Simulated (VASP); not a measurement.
# A VASP study of CoNiP (PBEsol + U): structure first, properties next, part 5 of 8

Aim: relax CoNiP, then compute properties on the relaxed cell. The start is a computed cell from the Materials Project.

VASP 6.6.1; PBEsol, DFT+U (Co d 3 eV, Ni d 5 eV), spin-polarised from a ferromagnetic start; plane waves and PAW (Co, Ni, P).

Still holding for the runs below: A U on the itinerant d states of such a compound is hard to justify; it moves the bands at the Fermi level.

So far. Step 3 (Second relaxation): It ends with a largest force of 0.003 eV/Å and a pressure of 0.04 GPa. Step 4 (Single point with fields (PBEsol + U)): In this run the pressure is 0.21 GPa, small enough to go on. The relaxed cell has a = 5.664, c = 3.206 Å (conventional setting).

### Step 5. Band structure (PBEsol + U)

Levels along the symmetry lines show where the bands peak and cross; KPOINTS_OPT computes them in the converged potential.

File INCAR:

```
SYSTEM = CoNiP
PREC = Accurate
ENCUT = 400
EDIFF = 1E-06
NELM = 100
ISMEAR = 0
SIGMA = 0.05
LREAL = .FALSE.
ALGO = Normal
GGA = PS
NBANDS = 68
ISPIN = 2
MAGMOM = 2 2 2 1 1 1 0 0 0
LDAU = .TRUE.
LDAUTYPE = 2
LDAUL = 2 2 -1
LDAUU = 3 5 0
LDAUJ = 0 0 0
LDAUPRINT = 1
LASPH = .TRUE.
LMAXMIX = 4
LORBIT = 11
LWAVE = .FALSE.
LCHARG = .FALSE.
KPAR = 8
```

File POSCAR:

```
CoNiP
1.0
    5.6636925259      0.0000000000      0.0000000000
   -2.8318462629      4.9049016066      0.0000000000
    0.0000000000      0.0000000000      3.2057148945
Co Ni P
3 3 3
Direct
    0.0000000000      0.7384148471      0.0000000000
    0.2615851529      0.2615851529      0.0000000000
    0.7384148471      0.0000000000      0.0000000000
    0.0000000000      0.3958656234      0.5000000000
    0.6041343766      0.6041343766      0.5000000000
    0.3958656234      0.0000000000      0.5000000000
    0.3333333300      0.6666666700      0.0000000000
    0.6666666700      0.3333333300      0.0000000000
    0.0000000000      0.0000000000      0.5000000000
```

File KPOINTS:

```
Automatic mesh
0
Gamma
5 5 7
0 0 0
```

File KPOINTS_OPT:

```
Line mode
12
Line-mode
Reciprocal
  0.00000000   0.00000000   0.00000000 GAMMA
  0.50000000   0.00000000   0.00000000 M

  0.50000000   0.00000000   0.00000000 M
  0.33333333   0.33333333   0.00000000 K

  0.33333333   0.33333333   0.00000000 K
  0.00000000   0.00000000   0.00000000 GAMMA

  0.00000000   0.00000000   0.00000000 GAMMA
  0.00000000   0.00000000   0.50000000 A

  0.00000000   0.00000000   0.50000000 A
  0.50000000   0.00000000   0.50000000 L

  0.50000000   0.00000000   0.50000000 L
  0.33333333   0.33333333   0.50000000 H

  0.33333333   0.33333333   0.50000000 H
  0.00000000   0.00000000   0.50000000 A

  0.50000000   0.00000000   0.50000000 L
  0.50000000   0.00000000   0.00000000 M

  0.33333333   0.33333333   0.00000000 K
  0.33333333   0.33333333   0.50000000 H
```

Potentials, in the order of the species: Co, Ni and P (PBE family, release 64).

Started as:

```bash
> mpirun -np 8 vasp_std
```

What it wrote:

```text
[... set-up lines as in an earlier step ...]
 entering main loop
       N       E                     dE             d eps       ncg     rms          rms(c)
DAV:   1     0.546264956001E+03    0.54626E+03   -0.22728E+04  5440   0.115E+03
DAV:   2     0.218159005724E+02   -0.52445E+03   -0.47459E+03  5440   0.289E+02
DAV:   3    -0.488799160594E+02   -0.70696E+02   -0.64747E+02  5840   0.117E+02
DAV:   4    -0.515854376886E+02   -0.27055E+01   -0.26820E+01  6140   0.245E+01
DAV:   5    -0.516386959826E+02   -0.53258E-01   -0.53238E-01  6780   0.291E+00    0.379E+01
DAV:   6    -0.550642802932E+02   -0.34256E+01   -0.26797E+01  6476   0.808E+01    0.272E+01
DAV:   7    -0.519475859878E+02    0.31167E+01   -0.24018E+01  6556   0.111E+02    0.233E+01
DAV:   8    -0.486374776039E+02    0.33101E+01   -0.69383E+00  6504   0.557E+01    0.792E+00
DAV:   9    -0.485813156174E+02    0.56162E-01   -0.15822E+00  7204   0.169E+01    0.327E+00
DAV:  10    -0.486243098367E+02   -0.42994E-01   -0.59022E-01  6504   0.732E+00    0.185E+00
DAV:  11    -0.486349261153E+02   -0.10616E-01   -0.69063E-02  6236   0.254E+00    0.106E+00
DAV:  12    -0.486411339025E+02   -0.62078E-02   -0.13204E-02  6680   0.744E-01    0.502E-01
DAV:  13    -0.486422678927E+02   -0.11340E-02   -0.19226E-03  6060   0.352E-01    0.233E-01
DAV:  14    -0.486423585683E+02   -0.90676E-04   -0.91303E-04  6352   0.324E-01    0.656E-02
DAV:  15    -0.486424116513E+02   -0.53083E-04   -0.22041E-04  6352   0.934E-02    0.254E-02
DAV:  16    -0.486424193757E+02   -0.77244E-05   -0.36664E-05  5964   0.499E-02    0.136E-02
DAV:  17    -0.486424208707E+02   -0.14950E-05   -0.61446E-06  5108   0.178E-02    0.549E-03
DAV:  18    -0.486424213527E+02   -0.48202E-06   -0.12519E-06  3488   0.595E-03
   1 F= -.48642421E+02 E0= -.48640745E+02  d E =-.335208E-02  mag=    -0.0000
 Start KPOINTS_OPT (optional k-point list driver)
k-point batch [1-20\108]
       N       E                     dE             ncg
DAV:   1     0.234374767091E+05    0.84834E+04     5448
DAV:   2     0.130379502311E+05   -0.10400E+05     5440
DAV:   3     0.116100770345E+05   -0.14279E+04     5888
DAV:   4     0.115551863071E+05   -0.54891E+02     6064
DAV:   5     0.115540972617E+05   -0.10890E+01     7244
DAV:   6     0.115540753274E+05   -0.21934E-01     7196
DAV:   7     0.115540743131E+05   -0.10144E-02     7536
DAV:   8     0.115540743084E+05   -0.46795E-05     5612
DAV:   9     0.115540743081E+05   -0.27555E-06     3828
[...]
k-point batch [101-108\108]
       N       E                     dE             ncg
DAV:   1     0.253183941319E+05   -0.66259E+04     2176
DAV:   2     0.212196830561E+05   -0.40987E+04     2176
DAV:   3     0.206513093156E+05   -0.56837E+03     2388
DAV:   4     0.206305342002E+05   -0.20775E+02     2472
DAV:   5     0.206300982101E+05   -0.43599E+00     3112
DAV:   6     0.206300926295E+05   -0.55806E-02     2764
DAV:   7     0.206300924057E+05   -0.22388E-03     3192
DAV:   8     0.206300924043E+05   -0.14102E-05     2128
DAV:   9     0.206300924041E+05   -0.11731E-06     1664
```

Run time: 2.2 min. Hardware: 8 MPI ranks of Intel Xeon Platinum 8259CL at 2.50GHz (Skylake/Cascade Lake), shared host; peak memory 3.3 GiB.

OUTCAR, selected parts (step 5):

```text
   k-points           NKPTS =     20   k-points in BZ     NKDIM =     20   number of bands    NBANDS=     68

   NELECT =      72.0000    total number of electrons

atom =   1  type =  1  l = 2

 onsite density matrix

spin component  1

  0.8050  0.0000  0.0165  0.0000  0.0563
  0.0000  0.7664 -0.0000  0.0072  0.0000
  0.0165 -0.0000  0.8297 -0.0000  0.0095
  0.0000  0.0072 -0.0000  0.7747  0.0000
  0.0563  0.0000  0.0095  0.0000  0.7399

spin component  2

 occupancies and eigenvectors

  o =  0.7074  v =  0.0000  0.0000  0.0000  0.0000  0.0000 -0.5000  0.0000  0.0000 -0.0000  0.8660      0.0000  0.0000  0.0000  0.0000  0.0000  0.0000  0.0000  0.0000  0.0000  0.0000
  o =  0.7074  v = -0.5000  0.0000  0.0000  0.0000  0.8660  0.0000  0.0000  0.0000  0.0000  0.0000      0.0000  0.0000  0.0000  0.0000  0.0000  0.0000  0.0000  0.0000  0.0000  0.0000
  o =  0.7622  v =  0.0000  0.0000  0.0000  0.0000  0.0000  0.0000  0.8660 -0.0000 -0.5000 -0.0000      0.0000  0.0000  0.0000  0.0000  0.0000  0.0000  0.0000  0.0000  0.0000  0.0000
  o =  0.7622  v =  0.0000 -0.8660 -0.0000  0.5000  0.0000  0.0000  0.0000  0.0000  0.0000  0.0000      0.0000  0.0000  0.0000  0.0000  0.0000  0.0000  0.0000  0.0000  0.0000  0.0000
  o =  0.7789  v =  0.0000 -0.5000 -0.0000 -0.8660  0.0000  0.0000  0.0000  0.0000  0.0000  0.0000      0.0000  0.0000  0.0000  0.0000  0.0000  0.0000  0.0000  0.0000  0.0000  0.0000
  o =  0.7789  v =  0.0000  0.0000  0.0000  0.0000  0.0000 -0.0000 -0.5000 -0.0000 -0.8660  0.0000      0.0000  0.0000  0.0000  0.0000  0.0000  0.0000  0.0000  0.0000  0.0000  0.0000
  o =  0.8141  v =  0.0000  0.0000  0.0000  0.0000  0.0000  0.5477 -0.0000 -0.7747  0.0000  0.3162      0.0000  0.0000  0.0000  0.0000  0.0000  0.0000  0.0000  0.0000  0.0000  0.0000
  o =  0.8141  v =  0.5476  0.0000 -0.7747  0.0000  0.3162  0.0000  0.0000  0.0000  0.0000  0.0000      0.0000  0.0000  0.0000  0.0000  0.0000  0.0000  0.0000  0.0000  0.0000  0.0000
  o =  0.8531  v =  0.6709 -0.0000  0.6323  0.0000  0.3874  0.0000  0.0000  0.0000  0.0000  0.0000      0.0000  0.0000  0.0000  0.0000  0.0000  0.0000  0.0000  0.0000  0.0000  0.0000
  o =  0.8531  v =  0.0000  0.0000  0.0000  0.0000  0.0000 -0.6709  0.0000 -0.6324  0.0000 -0.3873      0.0000  0.0000  0.0000  0.0000  0.0000  0.0000  0.0000  0.0000  0.0000  0.0000

atom =   2  type =  1  l = 2

 onsite density matrix

spin component  1

  0.8050 -0.0000 -0.0165 -0.0000 -0.0563
 -0.0000  0.7664 -0.0000 -0.0072 -0.0000
 -0.0165 -0.0000  0.8297  0.0000  0.0095
 -0.0000 -0.0072  0.0000  0.7747  0.0000
 -0.0563 -0.0000  0.0095  0.0000  0.7399

spin component  2

 occupancies and eigenvectors

  o =  0.7074  v =  0.0000  0.0000  0.0000  0.0000  0.0000  0.5000  0.0000  0.0000 -0.0000  0.8660      0.0000  0.0000  0.0000  0.0000  0.0000  0.0000  0.0000  0.0000  0.0000  0.0000
  o =  0.7074  v = -0.5000  0.0000 -0.0000  0.0000 -0.8660  0.0000  0.0000  0.0000  0.0000  0.0000      0.0000  0.0000  0.0000  0.0000  0.0000  0.0000  0.0000  0.0000  0.0000  0.0000
  o =  0.7622  v =  0.0000  0.0000  0.0000  0.0000  0.0000  0.0000  0.8660  0.0000  0.5000 -0.0000      0.0000  0.0000  0.0000  0.0000  0.0000  0.0000  0.0000  0.0000  0.0000  0.0000
  o =  0.7622  v = -0.0000 -0.8660  0.0000 -0.5000 -0.0000  0.0000  0.0000  0.0000  0.0000  0.0000      0.0000  0.0000  0.0000  0.0000  0.0000  0.0000  0.0000  0.0000  0.0000  0.0000
  o =  0.7789  v = -0.0000 -0.5000  0.0000  0.8660 -0.0000  0.0000  0.0000  0.0000  0.0000  0.0000      0.0000  0.0000  0.0000  0.0000  0.0000  0.0000  0.0000  0.0000  0.0000  0.0000
  o =  0.7789  v =  0.0000  0.0000  0.0000  0.0000  0.0000  0.0000 -0.5000 -0.0000  0.8660  0.0000      0.0000  0.0000  0.0000  0.0000  0.0000  0.0000  0.0000  0.0000  0.0000  0.0000
  o =  0.8141  v =  0.0000  0.0000  0.0000  0.0000  0.0000 -0.5477  0.0000 -0.7747 -0.0000  0.3162      0.0000  0.0000  0.0000  0.0000  0.0000  0.0000  0.0000  0.0000  0.0000  0.0000
[...]
o =  0.8149  v =  0.0000  0.0000 -0.0000 -1.0000  0.0000  0.0000  0.0000  0.0000  0.0000  0.0000      0.0000  0.0000  0.0000  0.0000  0.0000  0.0000  0.0000  0.0000  0.0000  0.0000
  o =  0.8379  v =  0.0000  1.0000 -0.0000  0.0000  0.0000  0.0000  0.0000  0.0000  0.0000  0.0000      0.0000  0.0000  0.0000  0.0000  0.0000  0.0000  0.0000  0.0000  0.0000  0.0000
  o =  0.8379  v =  0.0000  0.0000  0.0000  0.0000  0.0000  0.0000  1.0000  0.0000  0.0000  0.0000      0.0000  0.0000  0.0000  0.0000  0.0000  0.0000  0.0000  0.0000  0.0000  0.0000
  o =  0.8950  v =  0.0000  0.0000  0.2254 -0.0000 -0.9743  0.0000  0.0000  0.0000  0.0000  0.0000      0.0000  0.0000  0.0000  0.0000  0.0000  0.0000  0.0000  0.0000  0.0000  0.0000
  o =  0.8950  v =  0.0000  0.0000  0.0000  0.0000  0.0000  0.0000 -0.0000  0.2255 -0.0000 -0.9742      0.0000  0.0000  0.0000  0.0000  0.0000  0.0000  0.0000  0.0000  0.0000  0.0000
  o =  0.9094  v =  0.0000  0.0000  0.0000  0.0000  0.0000 -1.0000  0.0000 -0.0000 -0.0000 -0.0000      0.0000  0.0000  0.0000  0.0000  0.0000  0.0000  0.0000  0.0000  0.0000  0.0000
  o =  0.9094  v = -1.0000  0.0000 -0.0000 -0.0000 -0.0000  0.0000  0.0000  0.0000  0.0000  0.0000      0.0000  0.0000  0.0000  0.0000  0.0000  0.0000  0.0000  0.0000  0.0000  0.0000
  o =  0.9468  v =  0.0000 -0.0000 -0.9743  0.0000 -0.2254  0.0000  0.0000  0.0000  0.0000  0.0000      0.0000  0.0000  0.0000  0.0000  0.0000  0.0000  0.0000  0.0000  0.0000  0.0000
  o =  0.9468  v =  0.0000  0.0000  0.0000  0.0000  0.0000  0.0000  0.0000 -0.9742  0.0000 -0.2255      0.0000  0.0000  0.0000  0.0000  0.0000  0.0000  0.0000  0.0000  0.0000  0.0000

 E-fermi :  11.8813

 spin component 1
 k-point     1 :       0.0000    0.0000    0.0000
  band No.  band energies     occupation
    ...
     34      11.2164      1.00000
     35      11.2491      1.00000
     36      11.2491      1.00000
     37      11.4479      1.00000
     38      11.7391      0.99997
     39      15.8975      0.00000
     40      15.9566      0.00000
     41      15.9566      0.00000
     42      16.4085      0.00000
     43      17.4522      0.00000
    ...

 k-point     2 :       0.2000   -0.0000    0.0000
  band No.  band energies     occupation
    ...
     32      10.9097      1.00000
     33      10.9346      1.00000
     34      11.2295      1.00000
     35      11.2317      1.00000
     36      11.4564      1.00000
     37      12.1234      0.00000
     38      12.2028      0.00000
     39      15.0334      0.00000
     40      15.3808      0.00000
     41      15.6330      0.00000
    ...

  Total        0.1462665      0.1462665      0.0492488      0.0000000     -0.0000000      0.0000000
  in kB        2.6314828      2.6314828      0.8860354      0.0000000     -0.0000000      0.0000000
  external PRESSURE =       2.0496670 kB  Pullay stress =       0.0000000 kB

 POSITION                                       TOTAL-FORCE (eV/Angst)
 -----------------------------------------------------------------------------------
     -2.09108      3.62185      0.00000         0.001589     -0.002751      0.000000
      0.74077      1.28305      0.00000         0.001589      0.002751      0.000000
      4.18215      0.00000      0.00000        -0.003177      0.000000      0.000000
     -1.12103      1.94168      1.60286        -0.000217      0.000376      0.000000
      1.71082      2.96322      1.60286        -0.000217     -0.000376     -0.000000
      2.24206      0.00000      1.60286         0.000434      0.000000      0.000000
     -0.00000      3.26993      0.00000        -0.000000      0.000000      0.000000
      2.83185      1.63497      0.00000        -0.000000      0.000000      0.000000
      0.00000      0.00000      1.60286        -0.000000      0.000000      0.000000
 -----------------------------------------------------------------------------------
    total drift:                               -0.000006     -0.000010      0.000000

  FREE ENERGIE OF THE ION-ELECTRON SYSTEM (eV)
  ---------------------------------------------------
  free  energy   TOTEN  =       -48.6424213527 eV

  energy  without entropy=      -48.6390692765  energy(sigma->0) =      -48.64074531

 magnetization (x)
# of ion       s       p       d       tot
------------------------------------------
    1       -0.000  -0.000   0.000   0.000
    2       -0.000  -0.000   0.000   0.000
    3       -0.000  -0.000   0.000   0.000
    4        0.000   0.000  -0.000  -0.000
    5        0.000   0.000  -0.000  -0.000
    6        0.000   0.000  -0.000  -0.000
    7       -0.000  -0.000   0.000  -0.000
    8       -0.000  -0.000   0.000  -0.000
    9       -0.000  -0.000   0.000  -0.000
--------------------------------------------------
tot         -0.000  -0.000  -0.000  -0.000

[... 8 parts as in an earlier step ...]

[... 13 further parts left out ...]
```

This step gave:

| Item | Value |
| --- | --- |
| bands | 68 |
| pressure | 0.2050 GPa |

Both spin channels agree. Electronic bands along the path, in eV, zero at the Fermi level; # counts the bands kept, so #1 is VASP's band 4:

```tsv
point	#30	#31	#32	#33	#34	#35	#36	#37
Γ	-0.71	-0.66	-0.63	-0.63	-0.43	-0.14	4.02	4.08
0.45 of the way	-0.93	-0.65	-0.63	-0.43	0.33	0.48	2.98	3.35
M	-0.64	-0.61	-0.53	-0.47	1.08	2.01	2.08	2.13
0.45 of the way	-0.64	-0.57	-0.57	-0.53	1.30	2.08	2.15	2.18
K	-0.76	-0.63	-0.53	-0.53	1.74	2.10	2.10	2.53
0.45 of the way	-0.80	-0.66	-0.57	-0.44	0.66	1.02	2.39	3.08
Γ	-0.71	-0.66	-0.63	-0.63	-0.43	-0.14	4.02	4.08
0.55 of the way	-0.64	-0.64	-0.52	-0.52	-0.09	0.26	1.79	2.28
A	-0.39	-0.39	-0.23	-0.23	0.51	0.66	0.99	1.48
0.55 of the way	-0.59	-0.56	-0.56	-0.48	0.82	1.23	1.47	2.06
L	-1.04	-0.70	-0.57	-0.51	0.87	1.44	1.92	2.48
0.45 of the way	-1.06	-0.73	-0.55	-0.50	0.98	1.59	1.79	2.05
H	-1.16	-0.78	-0.50	-0.50	1.29	1.61	1.61	2.02
0.45 of the way	-0.67	-0.62	-0.58	-0.48	0.92	1.36	1.37	2.09
A	-0.39	-0.39	-0.23	-0.23	0.51	0.66	0.99	1.48
jump to L	-1.04	-0.70	-0.57	-0.51	0.87	1.44	1.92	2.48
0.55 of the way	-0.89	-0.72	-0.03	0.13	1.04	1.10	1.66	2.15
M	-0.64	-0.61	-0.53	-0.47	1.08	2.01	2.08	2.13
jump to K	-0.76	-0.63	-0.53	-0.53	1.74	2.10	2.10	2.53
0.45 of the way	-0.67	-0.65	-0.13	-0.13	1.14	1.14	1.65	2.52
H	-1.16	-0.78	-0.50	-0.50	1.29	1.61	1.61	2.02
```

Of the projections kept (Co, Ni, P), the largest for each band there; the rest of the weight can lie on other orbitals:

```tsv
point	#30	#31	#32	#33	#34	#35	#36	#37
Γ	Co 0.70	Ni 0.60	Co 0.71	Co 0.71	Co 0.78	Co 0.94	P 0.52	Co 0.46
M	Co 0.73	Co 0.61	Co 0.60	Ni 0.49	Co 0.68	Co 0.61	Ni 0.34	Co 0.54
K	Ni 0.55	Co 0.73	Co 0.59	Co 0.59	Co 0.64	Co 0.54	Co 0.54	P 0.37
Γ	Co 0.70	Ni 0.60	Co 0.71	Co 0.71	Co 0.78	Co 0.94	P 0.52	Co 0.46
A	Co 0.78	Co 0.78	Ni 0.54	Ni 0.54	Co 0.47	Co 0.59	Co 0.62	Co 0.58
L	Co 0.54	Co 0.64	Co 0.74	Co 0.60	Ni 0.48	Co 0.60	Co 0.47	Ni 0.40
```

There is no gap at this level.

Of the bands kept, 3 cross the Fermi level on this path.

[end of part 5 of 8]

[Lines on the potential files, build, host, timing and source positions are cut from VASP's logs without a mark.]

[Logs are printed without paths, hosts, clocks, repeated set-up lines and the standing remarks that a program may print on its own settings, such as how far it seeks lower states.]

[Hosts, paths, dates, database ids (printed as entryN), source tags and the programs' standing remarks are cut or masked in the printed files.]

[A measured line is paired with the nearest computed mode of its activity, which favours agreement.]
